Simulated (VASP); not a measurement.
Computed with HSE06 screened hybrid, VASP's PBE PAW potentials (set 64) (plane waves; VASP).

Input for VASP

POSCAR:
```
VC31Si31
17.5166630
  0.4999999963   0.0000000000   0.0000000000
  0.0000000000   0.4999999963   0.0000000000
  0.0000000000   0.0000000000   0.4999999963
Si C V
31 31 1
Cartesian
  0.2491771167   0.0004641730   0.0007089882
  0.3748866058   0.1250548668   0.0003807595
  0.3748736600   0.0001402772   0.1253193881
  0.4997533922   0.0001149861   0.0004128518
  0.1245462625   0.1240797230   0.0001382738
  0.2497340654   0.2501372111   0.4995389991
  0.3758009570   0.3753280470   0.0000833627
  0.1245682560   0.4998045536   0.1243607380
  0.2471720647   0.1237422992   0.1239664843
  0.3762520364   0.2527956135   0.1238424275
  0.2497264464   0.4992923348   0.2504706909
  0.3766245732   0.1232507081   0.2533578437
  0.3758210904   0.4997412782   0.3756805730
  0.4994699100   0.2507760183   0.0007054566
  0.1252014718   0.3747519646   0.0001865678
  0.4997662348   0.1250138042   0.1252857344
  0.1247616505   0.2503889355   0.1247276221
  0.2495167867   0.3751086913   0.1247417111
  0.4995518750   0.0003209180   0.2510670631
  0.1248163314   0.1244137105   0.2506589737
  0.3754404790   0.3750168527   0.2506757842
  0.1251460371   0.4999206043   0.3750421723
  0.2494665956   0.1244997660   0.3753560398
  0.3754015025   0.2504208452   0.3753141610
  0.0001010764   0.3753602519   0.1243542472
  0.0005954813   0.2501335947   0.2504062043
  0.1258027065   0.3740658040   0.2509112150
  0.0001333056   0.1240818500   0.3756675380
  0.1258454217   0.2505850414   0.3742777060
  0.2493219264   0.3740199694   0.3743011499
  0.4999475926   0.3747040661   0.3750224663
  0.3124548016   0.0634743749   0.0637382660
  0.4364920898   0.1874164175   0.0636839670
  0.4366119163   0.0633010179   0.1877262825
  0.0619469924   0.0624755551   0.0627979861
  0.1872885430   0.1879992875   0.0622961250
  0.3118836478   0.3126066746   0.0622699399
  0.4373721978   0.4379505327   0.0627947497
  0.1873284674   0.0620236284   0.1882024763
  0.4379089620   0.3125683093   0.1881959919
  0.3119331982   0.0619481207   0.3129659905
  0.4379081954   0.1879567379   0.3129134429
  0.4373960655   0.0624864354   0.4382405201
  0.0620083076   0.3126757958   0.0623471522
  0.1872986839   0.4379352723   0.0623875135
  0.0626550907   0.1872707007   0.1876063877
  0.1859199690   0.3139220746   0.1852477799
  0.3125704478   0.4372267394   0.1876275704
  0.0620145757   0.0620477294   0.3129418902
  0.1860512619   0.1849483987   0.3140452117
  0.3148956044   0.3138256707   0.3140487679
  0.4378060555   0.4378743741   0.3129180464
  0.1872496900   0.0621256415   0.4381960587
  0.3125685744   0.1872941757   0.4375110075
  0.4377868940   0.3126317714   0.4381909849
  0.0620498604   0.4378528911   0.1882718256
  0.0624411479   0.3124249041   0.3127142168
  0.1874472685   0.4374099335   0.3127703704
  0.0620726859   0.1879713943   0.4381755947
  0.1874454392   0.3124350424   0.4376211447
  0.3119022885   0.4378317147   0.4381483377
  0.0623240874   0.4375489541   0.4378512889
  0.2553494589   0.2443763534   0.2443688137
```

### INCAR
```
SYSTEM = VC31Si31
PREC = Normal
ENCUT = 400
EDIFF = 1E-5
NELM = 50
ALGO = Normal
LREAL = Auto
LASPH = .TRUE.
ISMEAR = 0
SIGMA = 0.05
GGA = PE
LMAXMIX = 4
LWAVE = .FALSE.
LCHARG = .FALSE.
NELMIN = 4
ISYM = 0
ISPIN = 2
NUPDOWN = 1
MAGMOM = 63*0.0159
LORBIT = 10
HFSCREEN = 0.2
AEXX = 0.25
LHFCALC = .TRUE.
PRECFOCK = Fast
ISIF = 0
```

File KPOINTS:
```
Regular mesh
0
Gamma
 1 1 1
```

POTCAR, in this order: Si C V_sv (PBE.64 set). Program: vasp_gam. Read from the step before: WAVECAR.

The run wrote:

OSZICAR:
```
       N       E                     dE             d eps       ncg     rms          rms(c)
DAV:   1    -0.545991721561E+03   -0.54599E+03   -0.10194E+01   680   0.837E+00    0.147E+01
DAV:   2    -0.546097638984E+03   -0.10592E+00   -0.14514E+00   744   0.282E+00    0.105E+01
DAV:   3    -0.546062944269E+03    0.34695E-01   -0.51243E-01   756   0.268E+00    0.645E+00
DAV:   4    -0.546073827589E+03   -0.10883E-01   -0.11238E-01   776   0.964E-01    0.373E+00
DAV:   5    -0.546080428922E+03   -0.66013E-02   -0.49503E-02   768   0.408E-01    0.218E+00
DAV:   6    -0.546080668524E+03   -0.23960E-03   -0.25906E-02   768   0.451E-01    0.132E+00
DAV:   7    -0.546080622456E+03    0.46069E-04   -0.59425E-03   776   0.214E-01    0.761E-01
DAV:   8    -0.546080605340E+03    0.17115E-04   -0.18791E-03   768   0.912E-02    0.446E-01
DAV:   9    -0.546080527633E+03    0.77707E-04   -0.71248E-04   752   0.732E-02    0.269E-01
DAV:  10    -0.546080484543E+03    0.43090E-04   -0.23154E-04   772   0.424E-02    0.151E-01
DAV:  11    -0.546080469743E+03    0.14800E-04   -0.64093E-05   644   0.202E-02    0.913E-02
DAV:  12    -0.546080469185E+03    0.55806E-06   -0.29324E-05   544   0.105E-02
   1 F= -.54608047E+03 E0= -.54608047E+03  d E =-.382949E-15  mag=     1.0000
```

File OUTCAR:
```
------------------------ aborting loop because EDIFF is reached ----------------------------------------
  volume of cell :      671.84
      direct lattice vectors                 reciprocal lattice vectors
     8.758331436  0.000000000  0.000000000     0.114176999  0.000000000  0.000000000
     0.000000000  8.758331436  0.000000000     0.000000000  0.114176999  0.000000000
     0.000000000  0.000000000  8.758331436     0.000000000  0.000000000  0.114176999
  FREE ENERGIE OF THE ION-ELECTRON SYSTEM (eV)
  ---------------------------------------------------
  free  energy   TOTEN  =      -546.0804691849 eV

  energy  without entropy=     -546.0804691849  energy(sigma->0) =     -546.08046918

  exchange ACFDT corr.  =         0.00000000  see jH, gK, PRB 81, 115126

 total charge

# of ion       s       p       d       tot
------------------------------------------
    1        0.710   0.973   0.000   1.683
    2        0.708   0.976   0.000   1.684
    3        0.708   0.975   0.000   1.683
    4        0.707   0.979   0.000   1.686
    5        0.710   0.970   0.000   1.680
    6        0.708   0.978   0.000   1.685
    7        0.710   0.969   0.000   1.680
    8        0.710   0.969   0.000   1.680
    9        0.735   0.911   0.000   1.647
   10        0.735   0.911   0.000   1.647
   11        0.707   0.978   0.000   1.685
   12        0.736   0.913   0.000   1.649
   13        0.710   0.969   0.000   1.679
   14        0.710   0.974   0.000   1.684
   15        0.707   0.974   0.000   1.681
   16        0.708   0.976   0.000   1.684
   17        0.708   0.978   0.000   1.686
   18        0.708   0.978   0.000   1.686
   19        0.710   0.974   0.000   1.684
   20        0.708   0.978   0.000   1.686
   21        0.708   0.978   0.000   1.686
   22        0.707   0.974   0.000   1.681
   23        0.708   0.978   0.000   1.686
   24        0.708   0.978   0.000   1.685
   25        0.710   0.969   0.000   1.679
   26        0.707   0.978   0.000   1.685
   27        0.706   0.971   0.000   1.677
   28        0.710   0.969   0.000   1.679
   29        0.706   0.971   0.000   1.677
   30        0.706   0.971   0.000   1.677
   31        0.707   0.974   0.000   1.681
   32        0.837   1.701   0.000   2.538
   33        0.837   1.702   0.000   2.538
   34        0.837   1.702   0.000   2.539
   35        0.833   1.719   0.000   2.552
   36        0.841   1.696   0.000   2.537
   37        0.841   1.696   0.000   2.537
   38        0.833   1.719   0.000   2.552
   39        0.841   1.696   0.000   2.537
   40        0.841   1.696   0.000   2.537
   41        0.841   1.696   0.000   2.537
   42        0.841   1.696   0.000   2.537
   43        0.833   1.719   0.000   2.552
   44        0.835   1.716   0.000   2.552
   45        0.836   1.716   0.000   2.552
   46        0.838   1.705   0.000   2.544
   47        0.851   1.690   0.000   2.541
   48        0.838   1.705   0.000   2.543
   49        0.835   1.716   0.000   2.552
   50        0.851   1.690   0.000   2.540
   51        0.851   1.689   0.000   2.540
   52        0.836   1.716   0.000   2.552
   53        0.836   1.716   0.000   2.552
   54        0.838   1.705   0.000   2.544
   55        0.836   1.716   0.000   2.552
   56        0.845   1.682   0.000   2.527
   57        0.834   1.719   0.000   2.553
   58        0.834   1.719   0.000   2.553
   59        0.845   1.681   0.000   2.526
   60        0.835   1.719   0.000   2.553
   61        0.845   1.681   0.000   2.526
   62        0.838   1.705   0.000   2.543
   63        2.305   6.203   3.081  11.589
--------------------------------------------------
tot         50.354  89.042   3.081 142.476

 magnetization (x)

# of ion       s       p       d       tot
------------------------------------------
    1       -0.000  -0.003   0.000  -0.003
    2       -0.000  -0.003   0.000  -0.003
    3       -0.000  -0.003   0.000  -0.003
    4       -0.000  -0.003   0.000  -0.003
    5        0.000  -0.002   0.000  -0.002
    6       -0.000  -0.003   0.000  -0.003
    7        0.000  -0.002   0.000  -0.002
    8        0.000  -0.002   0.000  -0.002
    9       -0.001   0.006   0.000   0.004
   10       -0.001   0.006   0.000   0.004
   11       -0.000  -0.003   0.000  -0.004
   12       -0.001   0.005   0.000   0.004
   13        0.000  -0.002   0.000  -0.001
   14       -0.000  -0.003   0.000  -0.003
   15       -0.000  -0.003   0.000  -0.003
   16       -0.000  -0.003   0.000  -0.003
   17        0.002  -0.001   0.000   0.002
   18        0.002  -0.001   0.000   0.001
   19        0.000  -0.003   0.000  -0.003
   20        0.002  -0.001   0.000   0.002
   21        0.002  -0.001   0.000   0.002
   22       -0.000  -0.003   0.000  -0.003
...
```
(Selected blocks of OUTCAR.)

The supercell is sampled at Γ alone, which is coarse: total energies, pressure and levels can be off, energies of defects by several tenths of an eV.

The cell is a supercell with a defect, built from SiC (zinc blende): V_Si-vac_C. The cell's shape comes from a PBE relaxation.
